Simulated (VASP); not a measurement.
# A VASP study of FeNi3 (Awaruite) (PBE + D3(BJ)): structure first, properties next

Wanted: the relaxed cell of FeNi3 (Awaruite) and its properties. The steps: magnetic order: ferromagnetic, magnetic order: antiferromagnetic within the cell, magnetic order: antiferromagnetic, q = (0, 0, 1/2), magnetic order: antiferromagnetic, q = (1/2, 1/2, 1/2), magnetic order: antiferromagnetic, q = (1/2, 1/2, 0), the orders side by side, relaxing cell and atoms (PBE + D3(BJ)), second relaxation, single point with fields (PBE + D3(BJ)), band structure (PBE + D3(BJ)), total and projected DOS (PBE + D3(BJ)), electric field gradients (PBE + D3(BJ)) and self-consistent run (PBE + D3(BJ)), changed input. The start is a cell from a database of measured crystal structures.

Program: VASP 6.6.1. Level of theory: PBE with D3(BJ), spin-polarised from a ferromagnetic start; plane waves and PAW (Fe, Ni), in the first sound run; inputs show where later runs differ. Results are calculated unless marked as measured.

### Step 1. Starting point

It takes space group Pm-3m (No. 221, cubic). Conventional cell: a = 3.545 Å, b = 3.545 Å, c = 3.545 Å, α = 90.00°, β = 90.00°, γ = 90.00°. Fe has 12 Ni at 2.51 Å nearest. Nearest to Ni lie 4 Fe at 2.51 Å and 8 Ni at 2.51 Å. Farther neighbours are not listed.

### Step 2. Magnetic order: ferromagnetic

The properties of a magnet depend on its order, so a few collinear patterns are compared first on the cell as listed, beginning with all moments parallel. PBE, the usual starting point, adds the gradient of the density. A dispersion term adds the long-range attraction that semilocal functionals lack. D3 with Becke-Johnson damping keeps a finite attraction at short range.

The input, INCAR:

```
SYSTEM = FeNi3
PREC = Accurate
ENCUT = 400
EDIFF = 1E-06
NELM = 100
ISMEAR = 1
SIGMA = 0.2
LREAL = .FALSE.
ALGO = Normal
GGA = PE
IVDW = 12
NBANDS = 31
ISPIN = 2
MAGMOM = 3 1 1 1
LASPH = .TRUE.
LMAXMIX = 4
LORBIT = 11
LWAVE = .FALSE.
LCHARG = .FALSE.
KPAR = 8
ISIF = 2
```

The input, POSCAR:

```
FeNi3
1.0
    3.5450000000      0.0000000000      0.0000000000
    0.0000000000      3.5450000000      0.0000000000
    0.0000000000      0.0000000000      3.5450000000
Fe Ni
1 3
Direct
    0.0000000000      0.0000000000      0.0000000000
    0.0000000000      0.5000000000      0.5000000000
    0.5000000000      0.0000000000      0.5000000000
    0.5000000000      0.5000000000      0.0000000000
```

The input, KPOINTS:

```
Automatic mesh
0
Gamma
6 6 6
0 0 0
```

The projector-augmented-wave data sets are Fe and Ni (PBE family, release 64).

On the command line:

```sh
> mpirun -np 8 vasp_std
```

Output:

```text
[banner, memory and clock lines left out]
running    8 mpi-ranks, on    1 nodes
 distrk:  each k-point on    1 cores,    8 groups
 distr:  one band on    1 cores,    1 groups

 POSCAR found type information on POSCAR FeNi
 POSCAR found :  2 types and       4 ions
|                                                                             |
|           W    W    AA    RRRRR   N    N  II  N    N   GGGG   !!!           |
|           W    W   A  A   R    R  NN   N  II  NN   N  G    G  !!!           |
|           W    W  A    A  R    R  N N  N  II  N N  N  G       !!!           |
|           W WW W  AAAAAA  RRRRR   N  N N  II  N  N N  G  GGG   !            |
|           WW  WW  A    A  R   R   N   NN  II  N   NN  G    G                |
|           W    W  A    A  R    R  N    N  II  N    N   GGGG   !!!           |
|                                                                             |
|     For optimal performance we recommend to set                             |
|       NCORE = 2 up to number-of-cores-per-socket                            |
|     NCORE specifies how many cores store one orbital (NPAR=cpu/NCORE).      |
|     This setting can greatly improve the performance of VASP for DFT.       |
|     The default, NCORE=1 might be grossly inefficient on modern             |
|     multi-core architectures or massively parallel machines. Do your        |
|     Unfortunately you need to use the default for GW and RPA                |
|     calculations (for HF NCORE is supported but not extensively tested      |
|     yet).                                                                   |
|                                                                             |

 LDA part: xc-table for (Slater+PW92), standard interpolation
 POSCAR, INCAR and KPOINTS ok, starting setup
 FFT: planning ... GRIDC
 FFT: planning ... GRID_SOFT
 FFT: planning ... GRID
 WAVECAR not read
 entering main loop
       N       E                     dE             d eps       ncg     rms          rms(c)
DAV:   1     0.216763958850E+03    0.21676E+03   -0.14298E+04  2656   0.144E+03
DAV:   2    -0.156710233275E+02   -0.23243E+03   -0.21818E+03  2487   0.286E+02
DAV:   3    -0.289686399989E+02   -0.13298E+02   -0.12725E+02  2788   0.923E+01
DAV:   4    -0.291440790357E+02   -0.17544E+00   -0.17528E+00  2858   0.113E+01
DAV:   5    -0.291496379662E+02   -0.55589E-02   -0.55586E-02  3544   0.158E+00    0.207E+01
DAV:   6    -0.259902485879E+02    0.31594E+01   -0.24306E+01  2718   0.786E+01    0.150E+01
DAV:   7    -0.265180896534E+02   -0.52784E+00   -0.73617E+00  2828   0.594E+01    0.194E+01
DAV:   8    -0.250516660830E+02    0.14664E+01   -0.50829E+00  3183   0.376E+01    0.479E+00
DAV:   9    -0.250417856425E+02    0.98804E-02   -0.33274E-01  3546   0.812E+00    0.276E+00
DAV:  10    -0.250145085889E+02    0.27277E-01   -0.47037E-02  3177   0.534E+00    0.105E+00
DAV:  11    -0.250133025968E+02    0.12060E-02   -0.82492E-03  3532   0.908E-01    0.559E-01
DAV:  12    -0.250137198088E+02   -0.41721E-03   -0.13578E-03  3413   0.578E-01    0.217E-01
DAV:  13    -0.250137007274E+02    0.19081E-04   -0.24169E-04  3220   0.334E-01    0.398E-02
DAV:  14    -0.250137104114E+02   -0.96840E-05   -0.64286E-05  3118   0.676E-02    0.290E-02
DAV:  15    -0.250137133207E+02   -0.29093E-05   -0.74524E-06  3165   0.412E-02    0.208E-02
DAV:  16    -0.250137112874E+02    0.20333E-05   -0.29641E-06  1996   0.392E-02    0.339E-03
DAV:  17    -0.250137111842E+02    0.10313E-06   -0.70079E-07  1500   0.114E-02
   1 F= -.26728380E+02 E0= -.26730930E+02  d E =0.764817E-02  mag=     4.8933
```

It took 6.8 s on 8 MPI ranks of AMD EPYC 9R45, shared host; peak memory 1.3 GiB.

Lines that name or quote the potential files are left out of all logs, and their timing lines are given in words.

Parts of OUTCAR (step 2):

```text
ion  position               nearest neighbor table
   1  0.000  0.000  0.000-   2 2.51   3 2.51   4 2.51   2 2.51   3 2.51   2 2.51   4 2.51   2 2.51
                             3 2.51   4 2.51   3 2.51   4 2.51
   2  0.000  0.500  0.500-   1 2.51   3 2.51   4 2.51   1 2.51   4 2.51   1 2.51   3 2.51   1 2.51
                             3 2.51   4 2.51   4 2.51   3 2.51
   3  0.500  0.000  0.500-   1 2.51   2 2.51   4 2.51   1 2.51   4 2.51   2 2.51   4 2.51   4 2.51
                             1 2.51   2 2.51   1 2.51   2 2.51
   4  0.500  0.500  0.000-   1 2.51   2 2.51   3 2.51   2 2.51   3 2.51   1 2.51   3 2.51   3 2.51
                             1 2.51   2 2.51   2 2.51   1 2.51

  LATTYP: Found a simple cubic cell.
 ALAT       =     3.5450000000

 Subroutine GETGRP returns: Found 48 space group operations
 (whereof 48 operations were pure point group operations)

The static configuration has the point symmetry O_h .

 Found     20 irreducible k-points:

   k-points           NKPTS =     20   k-points in BZ     NKDIM =     20   number of bands    NBANDS=     31

   dimension x,y,z NGX =    24 NGY =   24 NGZ =   24
   dimension x,y,z NGXF=    48 NGYF=   48 NGZF=   48

   ENCUT  =  400.0 eV  29.40 Ry    5.42 a.u.   5.78  5.78  5.78*2*pi/ulx,y,z

   NELECT =      38.0000    total number of electrons

 k-points in reciprocal lattice and weights: Automatic mesh
   0.00000000  0.00000000  0.00000000       0.005
   0.16666667  0.00000000  0.00000000       0.028
   0.33333333  0.00000000  0.00000000       0.028
   0.50000000  0.00000000  0.00000000       0.014
   0.16666667  0.16666667  0.00000000       0.056
   0.33333333  0.16666667  0.00000000       0.111
   0.50000000  0.16666667  0.00000000       0.056
   0.33333333  0.33333333  0.00000000       0.056
   0.50000000  0.33333333  0.00000000       0.056
[...]
0.50000000  0.50000000  0.33333333       0.028
   0.50000000  0.50000000  0.50000000       0.005

 average (electrostatic) potential at core
       1 -41.3963       2 -82.9052       3 -82.9052       4 -82.9052

 E-fermi :   8.5651

 spin component 1
 k-point     1 :       0.0000    0.0000    0.0000
  band No.  band energies     occupation
    ...
     17       7.8300      1.00000
     18       7.8300      1.00000
     19       7.9079      1.00002
     20       7.9079      1.00002
     21       7.9079      1.00002
     22      10.8200     -0.00000
     23      10.8200     -0.00000
     24      10.8200     -0.00000
     25      17.4018      0.00000
     26      17.4018      0.00000
    ...

 k-point     2 :       0.1667    0.0000    0.0000
  band No.  band energies     occupation
    ...
     17       7.6742      1.00000
     18       7.6986      1.00000
     19       7.6986      1.00000
     20       7.8299      1.00000
     21       7.9081      1.00002
     22       9.2798     -0.00000
     23      11.7853     -0.00000
     24      11.7853     -0.00000
     25      17.4927      0.00000
     26      17.7349      0.00000
    ...

 k-point     3 :       0.3333    0.0000    0.0000
  band No.  band energies     occupation
    ...
     18       7.2717      1.00000
     19       7.2897      1.00000
     20       7.5691      1.00000
     21       7.8298      1.00000
     22       7.9086      1.00002
     23      13.7266      0.00000
     24      13.7266      0.00000
     25      17.7998      0.00000
     26      17.9940      0.00000
     27      18.6492      0.00000
    ...

 k-point     4 :       0.5000    0.0000    0.0000
  band No.  band energies     occupation
    ...
     18       7.0112      1.00000
     19       7.1284      1.00000
     20       7.5001      1.00000
     21       7.8298      1.00000
     22       7.9088      1.00002
     23      16.0435      0.00000
     24      16.0435      0.00000
     25      16.0821      0.00000
     26      16.0821      0.00000
     27      18.1905      0.00000
    ...

 k-point     5 :       0.1667    0.1667    0.0000
  band No.  band energies     occupation
    ...
     17       7.5669      1.00000
     18       7.5813      1.00000
     19       7.6792      1.00000
     20       7.6861      1.00000
     21       7.7758      1.00000
     22      10.1861     -0.00000
     23      10.2620     -0.00000
     24      12.5519     -0.00000
     25      17.5770      0.00000
     26      18.7224      0.00000
    ...

 k-point     6 :       0.3333    0.1667    0.0000
  band No.  band energies     occupation
    ...
     18       7.2586      1.00000
     19       7.4535      1.00000
     20       7.6523      1.00000
     21       7.7320      1.00000
     22       8.3231      1.03542
     23      11.8230     -0.00000
     24      14.3105      0.00000
     25      15.7767      0.00000
     26      18.2891      0.00000
     27      19.1027      0.00000
    ...

 Edisp (eV)   -1.71467

  Total      -1.94258    -1.94258    -1.94258     0.00000     0.00000    -0.00000
  in kB     -69.86193   -69.86193   -69.86193     0.00000     0.00000    -0.00000
  external pressure =      -69.86 kB  Pullay stress =        0.00 kB

  energy-cutoff  :      400.00
  volume of cell :       44.55
      direct lattice vectors                 reciprocal lattice vectors
     3.545000000  0.000000000  0.000000000     0.282087447  0.000000000  0.000000000
     0.000000000  3.545000000  0.000000000     0.000000000  0.282087447  0.000000000
     0.000000000  0.000000000  3.545000000     0.000000000  0.000000000  0.282087447

 POSITION                                       TOTAL-FORCE (eV/Angst)
 -----------------------------------------------------------------------------------
      0.00000      0.00000      0.00000         0.000000      0.000000      0.000000
      0.00000      1.77250      1.77250         0.000000      0.000000      0.000000
      1.77250      0.00000      1.77250         0.000000      0.000000      0.000000
      1.77250      1.77250      0.00000         0.000000      0.000000      0.000000
 -----------------------------------------------------------------------------------
    total drift:                                0.000000     -0.000000     -0.000000

  FREE ENERGIE OF THE ION-ELECTRON SYSTEM (eV)
  ---------------------------------------------------
  free  energy   TOTEN  =       -26.7283804988 eV

  energy  without entropy=      -26.7360286717  energy(sigma->0) =      -26.73092989

 total charge
# of ion       s       p       d       tot
------------------------------------------
    1        0.475   0.503   6.108   7.085
    2        0.505   0.511   8.317   9.332
    3        0.505   0.511   8.317   9.332
    4        0.505   0.511   8.317   9.332
--------------------------------------------------
tot          1.989   2.035  31.059  35.082

 magnetization (x)
# of ion       s       p       d       tot
------------------------------------------
    1        0.013  -0.000   2.913   2.925
    2       -0.015  -0.044   0.725   0.666
    3       -0.015  -0.044   0.725   0.666
    4       -0.015  -0.044   0.725   0.666
--------------------------------------------------
tot         -0.031  -0.134   5.088   4.923

[... 6 further parts left out ...]
```

The k-mesh is coarse for a metal. At this level the cell is under a tension of 7.0 GPa, so at these settings it is away from equilibrium. Dispersion corrections of this kind ignore metallic screening and tend to overbind metals.

This step gave:

| Item | Value |
| --- | --- |
| SCF cycles | 17 |
| electrons | 38 |
| bands | 31 |
| irreducible k-points | 20 |
| symmetry operations | 48 |
| free energy (TOTEN) | -26.73 eV |
| energy at zero smearing | -26.73 eV |
| Fermi energy | 8.565 eV |
| pressure | -6.986 GPa |
| moment of the cell, from the last line of the log | 4.893 μB |
| metallic | yes |

Spin moment in the PAW sphere by atom:

```
atom  spin moment in the PAW sphere (μB)
 Fe1                                2.92
 Ni2                                0.67
 Ni3                                0.67
 Ni4                                0.67
```

The run ends ferromagnetic with a largest moment of 2.92 μB, and the mesh shows no gap.

### Step 3. Magnetic order: antiferromagnetic within the cell

This step: PBE with D3(BJ), spin-polarised from a ferrimagnetic start; plane waves and PAW (Fe, Ni) (VASP 6.6.1).

Next, a pattern with opposite moments.

Edit INCAR of step 2 so:

```diff
@@ -11,5 +11,5 @@
 IVDW = 12
-NBANDS = 31
+NBANDS = 29
 ISPIN = 2
-MAGMOM = 3 1 1 1
+MAGMOM = 3 -1 1 -1
 LASPH = .TRUE.
```

POSCAR is that of step 2.

KPOINTS is that of step 2.

On the command line:

```sh
> mpirun -np 8 vasp_std
```

Output:

```text
[banner, memory and clock lines left out]
running    8 mpi-ranks, on    1 nodes
 distrk:  each k-point on    1 cores,    8 groups
 distr:  one band on    1 cores,    1 groups

 POSCAR found type information on POSCAR FeNi
 POSCAR found :  2 types and       4 ions
 [... a notice as in an earlier step ...]

 LDA part: xc-table for (Slater+PW92), standard interpolation
 POSCAR, INCAR and KPOINTS ok, starting setup
 FFT: planning ... GRIDC
 FFT: planning ... GRID_SOFT
 FFT: planning ... GRID
 WAVECAR not read
 entering main loop
       N       E                     dE             d eps       ncg     rms          rms(c)
DAV:   1     0.212896530060E+03    0.21290E+03   -0.14574E+04  4928   0.154E+03
DAV:   2    -0.167011356704E+02   -0.22960E+03   -0.21797E+03  4645   0.300E+02
DAV:   3    -0.285840733698E+02   -0.11883E+02   -0.11426E+02  5030   0.935E+01
DAV:   4    -0.287360011293E+02   -0.15193E+00   -0.15182E+00  5263   0.114E+01
DAV:   5    -0.287409374821E+02   -0.49364E-02   -0.49361E-02  6536   0.163E+00    0.220E+01
DAV:   6    -0.275148840359E+02    0.12261E+01   -0.35756E+01  5065   0.933E+01    0.300E+01
DAV:   7    -0.300249668929E+02   -0.25101E+01   -0.20601E+01  5396   0.122E+02    0.270E+01
DAV:   8    -0.248249162601E+02    0.52001E+01   -0.14210E+01  6098   0.504E+01    0.838E+00
DAV:   9    -0.251358608145E+02   -0.31094E+00   -0.18201E+00  6231   0.328E+01    0.836E+00
DAV:  10    -0.250234551413E+02    0.11241E+00   -0.45915E-01  5553   0.226E+01    0.308E+00
DAV:  11    -0.250123958915E+02    0.11059E-01   -0.16977E-01  6383   0.776E+00    0.141E+00
DAV:  12    -0.250131737577E+02   -0.77787E-03   -0.31138E-02  6662   0.203E+00    0.806E-01
DAV:  13    -0.250134726475E+02   -0.29889E-03   -0.24255E-03  6248   0.667E-01    0.354E-01
DAV:  14    -0.250136295754E+02   -0.15693E-03   -0.87428E-04  6352   0.788E-01    0.894E-02
DAV:  15    -0.250136943825E+02   -0.64807E-04   -0.37010E-04  6261   0.223E-01    0.112E-01
DAV:  16    -0.250137037238E+02   -0.93413E-05   -0.68922E-05  5520   0.239E-01    0.324E-02
DAV:  17    -0.250137052682E+02   -0.15444E-05   -0.17347E-05  6061   0.518E-02    0.132E-02
DAV:  18    -0.250137042174E+02    0.10508E-05   -0.11824E-06  3168   0.155E-02    0.430E-03
DAV:  19    -0.250137041755E+02    0.41940E-07   -0.31177E-07  2780   0.110E-02
   1 F= -.26728373E+02 E0= -.26730924E+02  d E =0.765128E-02  mag=     4.8933
```

Elapsed: 9.6 s, on 8 MPI ranks; peak memory 1.4 GiB.

Parts of OUTCAR (step 3):

```text
The static configuration has the point symmetry O_h .

 Found     40 irreducible k-points:

   k-points           NKPTS =     40   k-points in BZ     NKDIM =     40   number of bands    NBANDS=     29

   NELECT =      38.0000    total number of electrons

 E-fermi :   8.5651

 k-point     2 :       0.1667    0.0000    0.0000
  band No.  band energies     occupation
    ...
     17       7.6742      1.00000
     18       7.6986      1.00000
     19       7.6986      1.00000
     20       7.8299      1.00000
     21       7.9082      1.00002
     22       9.2798     -0.00000
     23      11.7853     -0.00000
     24      11.7853     -0.00000
     25      17.4927      0.00000
     26      17.7350      0.00000
    ...

 k-point     3 :       0.0000    0.1667    0.0000
  band No.  band energies     occupation
    ...
     17       7.6742      1.00000
     18       7.6986      1.00000
     19       7.6986      1.00000
     20       7.8299      1.00000
     21       7.9082      1.00002
     22       9.2798     -0.00000
     23      11.7853     -0.00000
     24      11.7853     -0.00000
     25      17.4927      0.00000
     26      17.7349      0.00000
    ...

 k-point     4 :       0.3333    0.0000    0.0000
  band No.  band energies     occupation
    ...
     18       7.2717      1.00000
     19       7.2898      1.00000
     20       7.5692      1.00000
     21       7.8298      1.00000
     22       7.9087      1.00002
     23      13.7266      0.00000
     24      13.7266      0.00000
     25      17.7997      0.00000
     26      17.9940      0.00000
     27      18.6492      0.00000
    ...

 k-point     5 :       0.0000    0.3333    0.0000
  band No.  band energies     occupation
    ...
     18       7.2717      1.00000
     19       7.2897      1.00000
     20       7.5692      1.00000
     21       7.8298      1.00000
     22       7.9087      1.00002
     23      13.7266      0.00000
     24      13.7266      0.00000
     25      17.7998      0.00000
     26      17.9940      0.00000
     27      18.6492      0.00000
    ...

 Edisp (eV)   -1.71467

  Total      -1.94135    -1.94140    -1.94135     0.00000    -0.00000     0.00000
  in kB     -69.81760   -69.81955   -69.81760     0.00000    -0.00000     0.00000
  external pressure =      -69.82 kB  Pullay stress =        0.00 kB

  FREE ENERGIE OF THE ION-ELECTRON SYSTEM (eV)
  ---------------------------------------------------
  free  energy   TOTEN  =       -26.7283734900 eV

  energy  without entropy=      -26.7360247727  energy(sigma->0) =      -26.73092392

[... 10 parts as in an earlier step ...]

[... 9 further parts left out ...]
```

Numbers from this step:

```
SCF cycles           : 19
bands                : 29
irreducible k-points : 40
symmetry operations  : 16
pressure             : -6.982 GPa
```

The energy lies +0.0 meV an atom from the first pattern. The run ends ferromagnetic, not as it was started, with a largest moment of 2.92 μB, and the mesh shows no gap.

(Part 1 of 6 ends here.)

[Lines on the potential files, build, host, timing and source positions are cut from VASP's logs without a mark.]

[Logs are printed without paths, hosts, clocks, repeated set-up lines and the standing remarks that a program may print on its own settings, such as how far it seeks lower states.]

[Hosts, paths, dates, database ids (printed as entryN), source tags and the programs' standing remarks are cut or masked in the printed files.]

[A measured line is paired with the nearest computed mode of its activity, which favours agreement.]
